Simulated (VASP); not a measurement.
Data:

```
BeS
1.0
    3.27206     0.00000     0.00000
   -1.63603     2.83369     0.00000
    0.00000     0.00000     5.20909
Be S
2 2
Direct
  0.00000   0.00000   0.00000
  0.00000   0.00000   0.50000
  0.33333   0.66667   0.25000
  0.66667   0.33333   0.75000
```

The numbers are results of PBEsol GGA, VASP's PBE PAW potentials (set 64) (plane waves; VASP 6.6.1), not measurements. Run with 400 eV cut-off, Gaussian smearing of 0.050 eV, potentials Be S.

**Question.** What does the run give for the band gap (along the path) with the smallest direct gap where there is one?

**Answer.** 
```yaml
band gap (along the path): 1.41 eV
smallest direct gap (along the path): 3.41 eV
```

The absolute energy has meaning only against runs of the same code, potentials and settings.

The structure was generated: BeS was put into the NiAs type type (P6_3/mmc), which need not be its known phase. It was relaxed first, which changed the volume by +22 %.
